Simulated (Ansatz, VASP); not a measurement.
# Al2O3 (Corundum): VASP beside Ansatz

One calculation is typed for both programs; each brings its own data sets. How far apart do they land? The cell is taken from a series of runs on this material, whose earlier steps may have relaxed, scaled, displaced or heated it; both programs get it as it stands.

Calculated with Ansatz 0.2.0; plane waves, with VASP 6.6.1 beside it; relaxation of cell and atoms at PBE with D3(BJ).

## Step 1: The structure

It takes space group R-3c (No. 167, trigonal). The conventional cell has a = 4.779 Å, b = 4.779 Å, c = 13.036 Å, α = 90.00°, β = 90.00°, γ = 120.00°. Nearest to Al lie 6 O at 1.86 to 1.98 Å. Nearest to O lie 4 Al at 1.86 to 1.98 Å. Farther neighbours and most contacts between anions are not listed.

Coordinates:

```cif
data_structure
_symmetry_space_group_name_H-M 'R-3c:H'
_symmetry_Int_Tables_number 167
_cell_length_a 4.7790
_cell_length_b 4.7790
_cell_length_c 13.0356
_cell_angle_alpha 90.000
_cell_angle_beta 90.000
_cell_angle_gamma 120.000
_cell_volume 257.83
loop_
_atom_site_label
_atom_site_type_symbol
_atom_site_symmetry_multiplicity
_atom_site_Wyckoff_symbol
_atom_site_fract_x
_atom_site_fract_y
_atom_site_fract_z
_atom_site_occupancy
Al1 Al 12 c 0.33333 0.66667 0.51874 1
O1 O 18 e 0.30639 0.00000 0.75000 1
```

## Step 2: Ansatz: relaxation of cell and atoms, PBE with D3(BJ)

Ansatz runs on its PAW soft_1 files.

The relaxed volume is the usual yardstick between codes: in a stiff, nearly cubic crystal its relative difference is about their pressure difference at one cell divided by the bulk modulus.

input.yaml reads:

```yaml
crystal:
  lattice:
    - [2.389482819, 1.3795685487, 4.3451897829]
    - [-2.389482819, 1.3795685487, 4.3451897829]
    - [0.0, -2.7591370975, 4.3451897829]
  atoms:
    - { symbol: Al, position: [0.3520740165, 0.3520740165, 0.3520740165] }
    - { symbol: Al, position: [0.1479259835, 0.1479259835, 0.1479259835] }
    - { symbol: Al, position: [0.6479259835, 0.6479259835, 0.6479259835] }
    - { symbol: Al, position: [0.8520740165, 0.8520740165, 0.8520740165] }
    - { symbol: O, position: [0.5563856018, 0.9436143982, 0.25] }
    - { symbol: O, position: [0.25, 0.5563856018, 0.9436143982] }
    - { symbol: O, position: [0.9436143982, 0.25, 0.5563856018] }
    - { symbol: O, position: [0.4436143982, 0.0563856018, 0.75] }
    - { symbol: O, position: [0.75, 0.4436143982, 0.0563856018] }
    - { symbol: O, position: [0.0563856018, 0.75, 0.4436143982] }
kpoints:
  mp_grid: { grid: [6, 6, 6] }
hamiltonian:
  xc: pbe
  dispersion: d3bj
  pseudopotentials: { kind: paw, azcp: { folder: soft_1 } }
scf:
  occupations: { method: fixed }
output:
  forces: true
  stress: true
  eigenvalues: true
relax:
  adjacent_minimum: "off"
  f_tol: 0.001
  max_steps: 60
  cell: { stress_tol: 0.01 }
```

Launch:

```console
ansatz run input.yaml --threads 4 --pin off --max-ram 8192MiB --backend cpu --events-out ev --progress --plain --runs-dir out
```

Numbers of over 12 decimals in the logs are rounded to 6 here.

The log of the run:

```text
Engine: ansatz 0.2.0, x86_64-unknown-linux-gnu
Pseudopotentials: kind: paw
Pseudopotential: Al, paw, valence charge 3, recommended cutoff 420 eV (normal), soft_1/Al.paw.azcp
Pseudopotential: O, paw, valence charge 6, recommended cutoff 420 eV (normal), soft_1/O.paw.azcp
Functional definition: PBE
  parameter kappa = 0.804
  parameter beta = 0.066725
  exchange = pbe_x(kappa = kappa, mu = beta*pi^2/3)
  correlation = pbe_c(beta = beta)
Crystal: 10 atoms, lattice volume = 85.942 Å³
Basis set: ecut = 420 eV, 1665 PW (Γ), exchange–correlation on 72×72×72 points (8 copies of the dense FFT grid, shifted against one another)
Bands: 34, of which v1, the nominal top of the filled ones, is band 24 counted from 1 (23 counted from 0)
Symmetry: 12 space group operations
Space group: R-3c (ITA 167), of the structure as read, at distance tolerance 4.4e-5 Å
k-points: 32 of 216
Non-local potential: Al, projectors of the file, l = 0: 2, l = 1: 2, l = 2: 1
Non-local potential: O, projectors of the file, l = 0: 2, l = 1: 2, l = 2: 1
PAW form: soft (Blöchl's): semilocal exchange-correlation on the pseudo side does not see the compensation charge
PAW one-centre angular grid: Al, 110 points (default); XC on 64 Gauss nodes
PAW one-centre angular grid: O, 110 points (default); XC on 64 Gauss nodes
Initial density: superposition of atomic densities (chi_scale 0.1, normalization cell, long waves kept (reshape's long-wave potential 0.00 eV rms))
Initial wavefunctions: pseudopotential atomic-orbital guess
Functional: x = pbe(κ = 0.804, μ = 0.219515), c = pbe(β = 0.066725)
SCF iter   1: F=—  HF=-5575.601996 eV  |F-HF|=—  |Δ(HF+E_count)|=         —  Δρ=1.30e-1  dr2=1.36e1  ethr=3.10e-3  ⟨swp⟩=5.1  Hψ=4090  notcnv=0  defer=224
preconditioner: auto → Resta (q_TF=auto, 2.476 Å⁻¹)  ε∞=3.3  [insulator: Δε(μ)=7.083 eV  Ē_g=18.384 eV  n_scr=20 (ndim 8)  ℏωp=27.8 eV  f_vac=0.000  ε∞_Penn≈3.3]
SCF iter   2: F=—  HF=-5572.067709 eV  |F-HF|=—  |Δ(HF+E_count)|=    3.53e0  Δρ=4.28e-2  dr2=7.67e-1  ethr=3.10e-3  ⟨swp⟩=2.8  Hψ=2337  notcnv=0  defer=231
SCF iter   3: F=—  HF=-5571.976977 eV  |F-HF|=—  |Δ(HF+E_count)|=   9.07e-2  Δρ=2.20e-2  dr2=2.35e-1  ethr=1.60e-3  ⟨swp⟩=1.9  Hψ=1013  notcnv=0  defer=250
SCF iter   4: F=—  HF=-5571.975145 eV  |F-HF|=—  |Δ(HF+E_count)|=   1.83e-3  Δρ=1.47e-3  dr2=9.60e-4  ethr=4.90e-4  ⟨swp⟩=3.0  Hψ=1779  notcnv=0  defer=254
SCF iter   5: F=—  HF=-5571.976601 eV  |F-HF|=—  |Δ(HF+E_count)|=   1.46e-3  Δρ=1.99e-4  dr2=4.10e-5  ethr=2.00e-6  ⟨swp⟩=2.0  Hψ=1691  notcnv=0  defer=256
SCF iter   6: F=—  HF=-5571.976652 eV  |F-HF|=—  |Δ(HF+E_count)|=   5.12e-5  Δρ=4.93e-5  dr2=2.31e-6  ethr=8.54e-8  ⟨swp⟩=2.0  Hψ=1853  notcnv=0  defer=245
SCF iter   7: F=-5571.976654 eV  HF=-5571.976654 eV  |F-HF|=1.87e-8  |Δ(HF+E_count)|=   2.26e-6  Δρ=5.70e-6  dr2=1.83e-8  ethr=2.08e-10  ⟨swp⟩=12.5  Hψ=7435  notcnv=0
SCF 1 converged in 7 iterations: F = -5571.976654 eV  dr2 = 1.83e-8
  greatest PAW one-centre occupation: 0.858 electrons in one spin orbital (limit 2), on the O atom at site 9 (counted from 0), in its partial waves of l = 0
relax step   1: F+E_penalty+E_count = -5571.97665438 eV  Δ(F+E_penalty+E_count) = +0.000e0 eV  max|allowed force component| = 4.423e-4 eV/Å  Δτ_max = 0.0000 Å  P = +0.002 GPa  Ω = 85.942 Å³  (7 SCF iters, dr2 threshold 1.00e-7 eV, accepted)
Initial density: handed on by an earlier stage of this run
Initial wavefunctions: pseudopotential atomic-orbital guess (no wavefunctions were taken with the density)
iter 1 solved again at ethr=3.74e-8 eV; its pass at ethr=3.10e-3 eV (dr2=1.79e-5 eV) is discarded
SCF iter   1: F=—  HF=-5571.976661 eV  |F-HF|=—  |Δ(HF+E_count)|=         —  Δρ=5.79e-6  dr2=1.87e-8  ethr=3.74e-8  ⟨swp⟩=3.0  Hψ=7178  notcnv=0  defer=252
preconditioner: auto → Resta (q_TF=auto, 2.476 Å⁻¹)  ε∞=3.5  [insulator: Δε(μ)=6.085 eV  Ē_g=17.495 eV  n_scr=20 (ndim 8)  ℏωp=27.8 eV  f_vac=0.000  ε∞_Penn≈3.5]
SCF iter   2: F=—  HF=-5571.976654 eV  |F-HF|=—  |Δ(HF+E_count)|=   6.90e-6  Δρ=3.43e-6  dr2=7.47e-9  ethr=3.90e-11  ⟨swp⟩=2.0  Hψ=1722  notcnv=0  defer=239
SCF iter   3: F=—  HF=-5571.976654 eV  |F-HF|=—  |Δ(HF+E_count)|=   8.85e-9  Δρ=4.41e-7  dr2=1.53e-10  ethr=1.56e-11  ⟨swp⟩=2.2  Hψ=1639  notcnv=0  defer=239
SCF iter   4: F=—  HF=-5571.976654 eV  |F-HF|=—  |Δ(HF+E_count)|=  1.58e-10  Δρ=1.69e-7  dr2=1.47e-11  ethr=1.00e-12  ⟨swp⟩=1.9  Hψ=1065  notcnv=0  defer=239
SCF iter   5: F=-5571.976654 eV  HF=-5571.976654 eV  |F-HF|=1.82e-12  |Δ(HF+E_count)|=  2.36e-11  Δρ=4.02e-8  dr2=9.12e-13  ethr=1.00e-12  ⟨swp⟩=14.1  Hψ=7193  notcnv=0
SCF 2 converged in 5 iterations: F = -5571.976654 eV  dr2 = 9.12e-13
relax step   2: F+E_penalty+E_count = -5571.97665439 eV  Δ(F+E_penalty+E_count) = -2.545e-9 eV  max|allowed force component| = 4.454e-4 eV/Å  Δτ_max = 0.0000 Å  P = +0.002 GPa  Ω = 85.942 Å³  stress off target by 3.81e-3 GPa  SCF on the basis re-selected at this cell (its energy is not comparable with the rows above)  (5 SCF iters)
basis re-selected at this cell: Δ(F+E_penalty+E_count) = -2.545e-9 eV, ΔP = +0.000 GPa vs the last step (what re-selecting the basis moved, of the pressure what is left beyond the Pulay correction that the steps carried, after the strain that the cell walked since its last selection, with what the two solves' SCF thresholds leave and, on support functions, any second-order correction that the steps lacked; it is no m [...]
SCF converged after 5 iterations
Free energy (F): -5571.976654 eV
Harris-Foulkes:  -5571.976654 eV  (|F-HF|=1.82e-12)
Internal energy: -5571.976654 eV  (E = F + TS)
E sigma→0 (E₀):  -5571.976654 eV
Fermi energy:    7.570134 eV
--- Per-component energies (eV) ---
  E_band       = 60.003915
  E_kinetic    = 1140.368724
  E_local      = -1973.027536  (includes V_loc(G=0)·N_el)
  E_nonlocal   = 350.973732
  E_hartree    = 750.653556
  E_xc         = -591.918225
  E_vxc        = -680.682127  (∫ρ·V_xc dr)
  E_paw        = -2857.907992  (= ΣΔE_a)
  E_vpaw       = -278.940793  (= ΣTr[D̂ρ^β])
  E_aug_tail   = 0.004764  (compensation charges beyond the density's cutoff)
  E_ewald      = -2388.781877
  E_disp       = -2.341801  (pairwise vdW)
  E_smearing   = -0.000000  (= −TS)
  E_closure    = 0.000000  (closes the sum)
  Σ components = -5571.976654   (vs F -5571.976654, Δ=0.00e0)
--- Forces (eV/Å), atoms counted from 1 ---
  atom   1  Al     0.00000000    -0.00000000     0.00044538
  atom   2  Al     0.00000000     0.00000000    -0.00044538
  atom   3  Al    -0.00000000     0.00000000    -0.00044538
  atom   4  Al    -0.00000000    -0.00000000     0.00044538
  atom   5  O      0.00008353    -0.00000000     0.00000000
  atom   6  O     -0.00004177     0.00007234     0.00000000
  atom   7  O     -0.00004177    -0.00007234    -0.00000000
  atom   8  O     -0.00008353     0.00000000    -0.00000000
  atom   9  O      0.00004177    -0.00007234    -0.00000000
  atom  10  O      0.00004177     0.00007234     0.00000000
  max |Σ_I F_I| component: 1.79e-18 eV/Å
--- Stress (GPa, compression-positive) ---
        0.001540       0.000000       0.000000
        0.000000       0.001540      -0.000000
       -0.000000      -0.000000       0.003811
  P = ⅓ Tr σ = 0.0023 GPa (0.023 kbar)
--- Band table (eV; the first three rows and the last of 32) ---
  k-point 0: bands = [... 20 lower, 7.0838, 7.5266, 7.5266, 7.5701, 13.6549, 16.6420, 18.2050, 19.0315, ... 6 higher]
  k-point 1: bands = [... 20 lower, 6.8983, 7.2288, 7.4885, 7.5214, 14.2865, 17.1433, 17.7868, 18.6967, ... 6 higher]
  k-point 2: bands = [... 20 lower, 6.7389, 7.0313, 7.3455, 7.3896, 15.6016, 17.2908, 17.6451, 17.9824, ... 6 higher]
  k-point 31: bands = [... 20 lower, 7.1952, 7.1952, 7.1952, 7.1952, 16.1312, 16.1312, 18.6051, 18.6051, ... 6 higher]
--- Relaxed structure (1 steps of the walk, 1 accepted, 1 SCFs on fresh bases) ---
  F+E_penalty+E_count = -5571.97665439 eV   max|allowed force component| = 4.454e-4 eV/Å   (the final SCF, on the basis selected at the relaxed cell)
  cell:  # Å, volume = 85.9423 Å³
    - [2.389483, 1.379569, 4.345190]
    - [-2.389483, 1.379569, 4.345190]
    - [0.0, -2.759137, 4.345190]
  atoms:
    - { symbol: Al, position: [0.352074, 0.352074, 0.352074] }
    - { symbol: Al, position: [0.147926, 0.147926, 0.147926] }
    - { symbol: Al, position: [0.647926, 0.647926, 0.647926] }
    - { symbol: Al, position: [0.852074, 0.852074, 0.8520740165] }
    - { symbol: O, position: [0.556386, 0.943614, 0.250000] }
    - { symbol: O, position: [0.250000, 0.556386, 0.943614] }
    - { symbol: O, position: [0.9436143982, 0.250000, 0.5563856018] }
    - { symbol: O, position: [0.443614, 0.056386, 0.75] }
    - { symbol: O, position: [0.75, 0.443614, 0.056386] }
    - { symbol: O, position: [0.056386, 0.75, 0.443614] }
```

[end of part 1 of 2]

[Lines on the potential files, build, host, timing and source positions are cut from VASP's logs without a mark.]

[Logs are printed without paths, hosts, clocks, repeated set-up lines and the standing remarks that a program may print on its own settings, such as how far it seeks lower states.]

[Hosts, paths, dates, database ids (printed as entryN), source tags and the programs' standing remarks are cut or masked in the printed files.]
